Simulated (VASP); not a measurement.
**ZrB17N18 (a cell with a defect): electric field gradients with PBE**

The system is ZrB17N18 (a cell with a defect).

```xyz
36
Lattice="7.4947 0.0000 0.0000 -3.7474 6.4906 0.0000 0.0000 0.0000 6.6357" Properties=species:S:1:pos:R:3 pbc="T T T"
Zr    0.0000    1.4424    1.6589
B    -1.2491    3.6059    1.6589
B    -2.4982    5.7694    1.6589
B     2.4982    1.4424    1.6589
B     1.2491    3.6059    1.6589
B     0.0000    5.7694    1.6589
B     4.9965    1.4424    1.6589
B     3.7474    3.6059    1.6589
B     2.4982    5.7694    1.6589
B     1.2491    0.7212    4.9768
B     0.0000    2.8847    4.9768
B    -1.2491    5.0483    4.9768
B     3.7474    0.7212    4.9768
B     2.4982    2.8847    4.9768
B     1.2491    5.0483    4.9768
B     6.2456    0.7212    4.9768
B     4.9965    2.8847    4.9768
B     3.7474    5.0483    4.9768
N     0.0000    1.4424    4.9768
N    -1.2491    3.6059    4.9768
N    -2.4982    5.7694    4.9768
N     2.4982    1.4424    4.9768
N     1.2491    3.6059    4.9768
N     0.0000    5.7694    4.9768
N     4.9965    1.4424    4.9768
N     3.7474    3.6059    4.9768
N     2.4982    5.7694    4.9768
N     1.2491    0.7212    1.6589
N     0.0000    2.8847    1.6589
N    -1.2491    5.0483    1.6589
N     3.7474    0.7212    1.6589
N     2.4982    2.8847    1.6589
N     1.2491    5.0483    1.6589
N     6.2456    0.7212    1.6589
N     4.9965    2.8847    1.6589
N     3.7474    5.0483    1.6589
```

| Item | Value |
| --- | --- |
| Program | VASP 6.6.1 |
| Task | electric field gradients |
| Functional | PBE |
| Potentials or basis | VASP PAW PBE potentials, release 64 (Zr_sv, B, N) |
| Cutoff | 520 eV |
| k mesh | 3 × 3 × 3 |
| Occupations | fermi-dirac, width 0.01 eV |
| Spin | no spin polarisation |
| Dipole correction | no |
| Charge | 1 |
| Further INCAR settings | LREAL = Auto; ALGO = Fast; EDIFF = 1e-08; NBANDS = 100; NELECT = 152.0 |

```
Largest force          : 41.903 eV/Å
Band gap on the k mesh : 2.18 eV, indirect (least direct gap 2.28 eV)
```

Forces on the atoms (eV/Å):
```
Zr    0.000   0.000   0.000
B    -0.975   1.977   0.000
B     1.224  -1.832   0.000
B     2.199  -0.144   0.000
B     0.975   1.977   0.000
B     0.000   0.000   0.000
B    -2.199  -0.144   0.000
B     0.000   0.000   0.000
B    -1.224  -1.832   0.000
B     0.635  -0.367   0.000
B     0.000   0.733   0.000
B     0.154   0.089   0.000
B     0.000  -0.177   0.000
B     0.171   0.099   0.000
B    -0.154   0.089   0.000
B    -0.635  -0.367   0.000
B    -0.171   0.099   0.000
B     0.000  -0.198   0.000
N     0.000   0.000   0.000
N     0.115  -0.181   0.000
N    -0.100   0.190   0.000
N    -0.214  -0.009   0.000
N    -0.115  -0.181   0.000
N     0.000   0.000   0.000
N     0.214  -0.009   0.000
N     0.000   0.000   0.000
N     0.100   0.190   0.000
N    36.289 -20.951   0.000
N     0.000  41.903   0.000
N    -0.352  -0.203   0.000
N     0.000   0.407   0.000
N    -0.304  -0.176   0.000
N     0.352  -0.203   0.000
N   -36.289 -20.951   0.000
N     0.304  -0.176   0.000
N     0.000   0.351   0.000
```

Levels at points of the mesh, in eV from the valence-band top:
| k point | band 72 | band 73 | band 74 | band 75 | band 76 | band 77 | band 78 | band 79 | band 80 | band 81 |
| --- | --- | --- | --- | --- | --- | --- | --- | --- | --- | --- |
| (0.00, 0.00, 0.00) | -2.26 | -1.40 | -1.35 | -0.60 | -0.60 | 2.18 | 3.10 | 3.45 | 3.45 | 4.00 |

Electric field gradients, principal values (V/Å²):
| atom | Vxx | Vyy | Vzz |
| --- | --- | --- | --- |
| 1 Zr | -77.809 | -77.809 | 155.618 |
| 2 B | -18.360 | -19.712 | 38.072 |
| 3 B | -18.360 | -19.712 | 38.073 |
| 4 B | -18.360 | -19.712 | 38.072 |
| 5 B | -18.360 | -19.712 | 38.072 |
| 6 B | -18.639 | -18.640 | 37.279 |
| 7 B | -18.360 | -19.712 | 38.072 |
| 8 B | -17.445 | -17.445 | 34.890 |
| 9 B | -18.360 | -19.712 | 38.072 |
| 10 B | -16.448 | -18.668 | 35.116 |
| 11 B | -16.448 | -18.668 | 35.116 |
| 12 B | -17.541 | -18.077 | 35.618 |
| 13 B | -17.541 | -18.077 | 35.617 |
| 14 B | -17.502 | -18.084 | 35.586 |
| 15 B | -17.541 | -18.077 | 35.618 |
| 16 B | -16.448 | -18.668 | 35.116 |
| 17 B | -17.502 | -18.084 | 35.586 |
| 18 B | -17.502 | -18.084 | 35.586 |
| 19 N | -7.133 | -7.135 | 14.268 |
| 20 N | -1.581 | -3.990 | 5.571 |
| 21 N | -1.580 | -3.990 | 5.570 |
| 22 N | -1.581 | -3.991 | 5.572 |
| 23 N | -1.582 | -3.989 | 5.572 |
| 24 N | -2.588 | -2.589 | 5.177 |
| 25 N | -1.579 | -3.994 | 5.573 |
| 26 N | -2.004 | -2.008 | 4.012 |
| 27 N | -1.581 | -3.990 | 5.571 |
| 28 N | 10.380 | 26.282 | -36.662 |
| 29 N | 10.382 | 26.283 | -36.664 |
| 30 N | -2.560 | -3.492 | 6.051 |
| 31 N | -2.560 | -3.489 | 6.050 |
| 32 N | 0.182 | 2.552 | -2.733 |
| 33 N | -2.563 | -3.488 | 6.051 |
| 34 N | 10.380 | 26.283 | -36.662 |
| 35 N | 0.181 | 2.553 | -2.734 |
| 36 N | 0.182 | 2.551 | -2.734 |

It took 7.7 min on 1 thread of Intel(R) Xeon(R) Platinum 8259CL CPU @ 2.50GHz (Skylake/Cascade Lake), with other jobs on the host, peak memory 0.46 GiB.

Caveat: the cell carries a net charge on a neutralising background, which shifts energy and pressure; the cell is charged against a uniform background, so pressure and absolute levels hang on convention. As with any semilocal functional, this PBE gap is likely too small.
